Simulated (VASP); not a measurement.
Calculation: PBE GGA, VASP's PBE PAW potentials (set 64) (plane waves; VASP).

VASP ran on this input.

### INCAR
```
ENCUT=520   ! plane-wave cut-off (eV)
SIGMA=0.05
PREC=Accurate
GGA=PE
SYSTEM=SrO
LMAXMIX=4   ! l cut-off of mixed one-centre charges
LORBIT=11   ! lm-projected
ICHARG=11
NELM=100
ISMEAR=0
LASPH=.TRUE.   ! aspherical one-centre terms
LWAVE=.FALSE.
LREAL=.FALSE.
LCHARG=.FALSE.
ALGO=Normal
EDIFF=1E-7   ! SCF stop (eV)
```

**POSCAR**
```
SrO
3.6812390
  0.0000000000   0.7071067507   0.7071067507
  0.7071067507   0.0000000000   0.7071067507
  0.7071067507   0.7071067507   0.0000000000
Sr O
1 1
Direct
  1.0000000000   1.0000000000   1.0000000000
  0.5000000000   0.5000000000   0.5000000000
```

File KPOINTS:
```
k-points along high-symmetry lines
15
Line-mode
Reciprocal
  0.000000   0.000000   0.000000 ! GAMMA
  0.500000   0.000000   0.500000 ! X

  0.500000   0.000000   0.500000 ! X
  0.625000   0.250000   0.625000 ! U

  0.375000   0.375000   0.750000 ! K
  0.000000   0.000000   0.000000 ! GAMMA

  0.000000   0.000000   0.000000 ! GAMMA
  0.500000   0.500000   0.500000 ! L

  0.500000   0.500000   0.500000 ! L
  0.500000   0.250000   0.750000 ! W

  0.500000   0.250000   0.750000 ! W
  0.500000   0.000000   0.500000 ! X
```

POTCAR, in this order: Sr_sv O (PBE.64 set). Program: vasp_std. Read from the step before: CHGCAR.

The resulting files:

OSZICAR:
```
       N       E                     dE             d eps       ncg     rms          rms(c)
DAV:   1     0.742644431035E+02    0.74264E+02   -0.86576E+03  2168   0.129E+03
DAV:   2    -0.696892305481E+01   -0.81233E+02   -0.73915E+02  2776   0.243E+02
DAV:   3    -0.107149232343E+02   -0.37460E+01   -0.37029E+01  3000   0.500E+01
DAV:   4    -0.108353789385E+02   -0.12046E+00   -0.12042E+00  2892   0.797E+00
DAV:   5    -0.108371758015E+02   -0.17969E-02   -0.17968E-02  2924   0.853E-01
DAV:   6    -0.108372011051E+02   -0.25304E-04   -0.25303E-04  3032   0.827E-02
DAV:   7    -0.108372012754E+02   -0.17033E-06   -0.17035E-06  2760   0.700E-03
DAV:   8    -0.108372012765E+02   -0.10693E-08   -0.10568E-08  1748   0.705E-04
   1 F= -.10837201E+02 E0= -.10837201E+02  d E =-.411031E-19
```

OUTCAR:
```
 val. band max:        1.4919239572   @ k =   0.0000   0.0000   0.0000

 cond. band min:       4.7747714040   @ k =   0.5000   0.0000   0.5000



 k-point     1 :       0.0000    0.0000    0.0000
  band No.  band energies     occupation
      1     -31.0304      2.00000
      2     -13.5515      2.00000
      3     -12.7045      2.00000
      4     -12.7045      2.00000
      5     -12.7045      2.00000
      6       1.4919      2.00000
      7       1.4919      2.00000
      8       1.4919      2.00000
      9       5.2149      0.00000
     10       7.6187      0.00000
     11       7.6187      0.00000
     12       7.6187      0.00000

 k-point     2 :       0.0357    0.0000    0.0357
  band No.  band energies     occupation
      1     -31.0285      2.00000
      2     -13.6068      2.00000
      3     -12.7086      2.00000
      4     -12.7086      2.00000
      5     -12.6484      2.00000
      6       1.4079      2.00000
      7       1.4849      2.00000
      8       1.4849      2.00000
      9       5.2967      0.00000
     10       7.5546      0.00000
     11       7.6723      0.00000
     12       7.6723      0.00000

 k-point     3 :       0.0714    0.0000    0.0714
  band No.  band energies     occupation
      1     -31.0228      2.00000
      2     -13.7357      2.00000
      3     -12.7208      2.00000
      4     -12.7208      2.00000
      5     -12.5189      2.00000
      6       1.1895      2.00000
      7       1.4654      2.00000
      8       1.4654      2.00000
      9       5.5132      0.00000
     10       7.3760      0.00000
     11       7.8303      0.00000
     12       7.8303      0.00000

 k-point     4 :       0.1071    0.0000    0.1071
  band No.  band energies     occupation
      1     -31.0137      2.00000
      2     -13.8859      2.00000
      3     -12.7405      2.00000
      4     -12.7405      2.00000
      5     -12.3729      2.00000
      6       0.9077      2.00000
      7       1.4376      2.00000
...
```

The density is held fixed in this step, so its total energy and stress have no physical meaning.

The structure was generated: SrO was put into the rock salt type (Fm-3m), which need not be its known phase. It was relaxed first, which changed the volume by -21 %.
